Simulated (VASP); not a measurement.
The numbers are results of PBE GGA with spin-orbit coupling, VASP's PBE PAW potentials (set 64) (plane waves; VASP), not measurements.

The input files of a VASP run:

**KPOINTS_OPT**
```
k-points along high-symmetry lines
8
Line-mode
Reciprocal
  0.000000   0.000000   0.000000 ! GAMMA
  0.000000   0.500000   0.000000 ! X

  0.000000   0.500000   0.000000 ! X
  0.500000   0.500000   0.000000 ! M

  0.500000   0.500000   0.000000 ! M
  0.000000   0.000000   0.000000 ! GAMMA

  0.000000   0.000000   0.000000 ! GAMMA
  0.500000   0.500000   0.500000 ! R

  0.500000   0.500000   0.500000 ! R
  0.000000   0.500000   0.000000 ! X

  0.500000   0.500000   0.500000 ! R
  0.500000   0.500000   0.000000 ! M
```

POSCAR:
```
CoAl
1
    2.8498343040    -0.0000000000     0.0000000000
    0.0000000000     2.8498343040     0.0000000000
   -0.0000000000    -0.0000000000     2.8498343040
Al Co
1 1
Direct
  0.5000000000   0.5000000000   0.5000000000
  0.0000000000   0.0000000000   0.0000000000
```

**KPOINTS**
```
K-points
0
gamma
 12 12 12
0 0 0
```

INCAR:
```
! general
SYSTEM     = CoAl
PREC       = Accurate
ENCUT      = 400
LREAL      = .FALSE.   ! projection in real space or not
LASPH      = .TRUE.

! electronic loop
EDIFF      = 1E-6   ! SCF stop (eV)
NELM       = 100
ALGO       = Normal
LMAXMIX    = 4   ! l cut-off of mixed one-centre charges

! smearing
ISMEAR     = 0   ! Gaussian
SIGMA      = 0.05   ! width (eV)

! functional
GGA        = PE   ! PBE
GGA_COMPAT = .FALSE.

! spin
MAGMOM     = 0 0 0 0 0 0
LSORBIT    = .TRUE.

! output
LWAVE      = .FALSE.
LCHARG     = .FALSE.
```

POTCAR, in this order: Al Co (PBE.64 set). Program: vasp_ncl.

The resulting files:

### OSZICAR
```
       N       E                     dE             d eps       ncg     rms          rms(c)
DAV:   1     0.522359096536E+02    0.52236E+02   -0.42310E+03  3368   0.105E+03
DAV:   2    -0.112178545142E+02   -0.63454E+02   -0.59716E+02  3392   0.236E+02
DAV:   3    -0.136110431160E+02   -0.23932E+01   -0.23420E+01  4056   0.581E+01
DAV:   4    -0.136632133884E+02   -0.52170E-01   -0.52117E-01  4288   0.759E+00
DAV:   5    -0.136649525353E+02   -0.17391E-02   -0.17390E-02  4168   0.130E+00    0.125E+01
DAV:   6    -0.163681023830E+02   -0.27031E+01   -0.29758E+01  3892   0.126E+02    0.178E+01
DAV:   7    -0.120036755846E+02    0.43644E+01   -0.17117E+01  3756   0.841E+01    0.181E+00
DAV:   8    -0.120115956809E+02   -0.79201E-02   -0.34579E-01  3600   0.506E+00    0.125E+00
DAV:   9    -0.119969657872E+02    0.14630E-01   -0.29714E-02  4364   0.354E+00    0.401E-01
DAV:  10    -0.119961525199E+02    0.81327E-03   -0.14517E-03  4932   0.693E-01    0.167E-01
DAV:  11    -0.119960823907E+02    0.70129E-04   -0.14932E-04  5080   0.189E-01    0.730E-02
DAV:  12    -0.119960808340E+02    0.15567E-05   -0.60666E-06  4108   0.409E-02    0.277E-02
DAV:  13    -0.119960775623E+02    0.32716E-05   -0.57784E-06  4824   0.486E-02    0.447E-03
DAV:  14    -0.119960776179E+02   -0.55606E-07   -0.20256E-07  1872   0.503E-03
   1 F= -.11996078E+02 E0= -.11995319E+02  d E =-.151742E-02  mag=     0.0000    -0.0000     0.0000
       N       E                     dE             ncg
```

### OUTCAR
```
------------------------ aborting loop because EDIFF is reached ----------------------------------------
  FORCE on cell =-STRESS in cart. coord.  units (eV):
  Direction    XX          YY          ZZ          XY          YZ          ZX
  --------------------------------------------------------------------------------------
  Total        0.0149604      0.0149604      0.0149604     -0.0000000     -0.0000000      0.0000000
  in kB        1.0356063      1.0356063      1.0356063     -0.0000000     -0.0000000      0.0000000
  external PRESSURE =       1.0356063 kB  Pullay stress =       0.0000000 kB
  volume of cell :       23.15
      direct lattice vectors                 reciprocal lattice vectors
     2.849834304  0.000000000  0.000000000     0.350897594  0.000000000  0.000000000
     0.000000000  2.849834304  0.000000000     0.000000000  0.350897594  0.000000000
     0.000000000  0.000000000  2.849834304     0.000000000  0.000000000  0.350897594
 POSITION                                       TOTAL-FORCE (eV/Angst)
 -----------------------------------------------------------------------------------
      1.42492      1.42492      1.42492         0.000000      0.000000      0.000000
      0.00000      0.00000      0.00000         0.000000      0.000000      0.000000
 -----------------------------------------------------------------------------------
    total drift:                               -0.000000     -0.000000     -0.000000
  FREE ENERGIE OF THE ION-ELECTRON SYSTEM (eV)
  ---------------------------------------------------
  free  energy   TOTEN  =       -11.9960776179 eV

  energy  without entropy=      -11.9945602003  energy(sigma->0) =      -11.99531891

 Ion:    1  E_soc:     -0.0002948

 Ion:    2  E_soc:     -0.0142827
```
(Selected blocks of OUTCAR.)

The compound is CoAl in the CsCl type structure. It was relaxed first.
